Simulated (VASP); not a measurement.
Input:

```
CELL_PARAMETERS angstrom
      0.00000     2.51007     2.51007
      2.51007     0.00000     2.51007
      2.51007     2.51007     0.00000
ATOMIC_POSITIONS crystal
  Eu 0.00000 0.00000 0.00000
  O  0.50000 0.50000 0.50000
```

All values below come from revPBE GGA, VASP's PBE PAW potentials (set 64) (plane waves; VASP). Run with 520 eV cut-off, 8×8×8 Γ-centred mesh, Gaussian smearing of 0.050 eV, potentials Eu_2 O.

The 4f electrons are frozen in the core of the lanthanide potential, so 4f levels, which can set the real gap, and their magnetism are missing.

### Question
What does the run give for the energy per atom (σ→0), band gap (on the k-mesh) with the smallest direct gap where there is one?

### Answer

The band gap (on the k-mesh) is 2.86 eV, the smallest direct gap (on the k-mesh) comes out as 2.86 eV and the energy per atom (σ→0) is -6.254 eV/atom.

Only differences to runs with the same potentials and settings are physical.

The compound is EuO in the rock salt structure. It was relaxed first, which changed the volume by -7 %. The start is the result of an earlier pass.
